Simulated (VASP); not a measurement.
Given:

```xyz
3
Lattice="0.0000 3.1250 3.1250 3.1250 0.0000 3.1250 3.1250 3.1250 0.0000" Properties=species:S:1:pos:R:3 pbc="T T T"
Mg     1.5625     1.5625     1.5625
Mg     4.6875     4.6875     4.6875
Si     0.0000     0.0000     0.0000
```

Method: LDA (Ceperley-Alder, Perdew-Zunger), VASP's LDA PAW potentials (set 64) (plane waves; VASP 6.6.1). Numerical set-up: 520 eV cut-off, Gaussian smearing of 0.050 eV, potentials Mg Si.

Question: What does the run give for the band gap (along the path) with the smallest direct gap where there is one?

Answer: 
```json
{
  "band gap (along the path)": "0.10 eV",
  "smallest direct gap (along the path)": "2.03 eV"
}
```

The absolute energy has meaning only against runs of the same code, potentials and settings.

The compound is Mg2Si in the antifluorite structure. It was relaxed first.
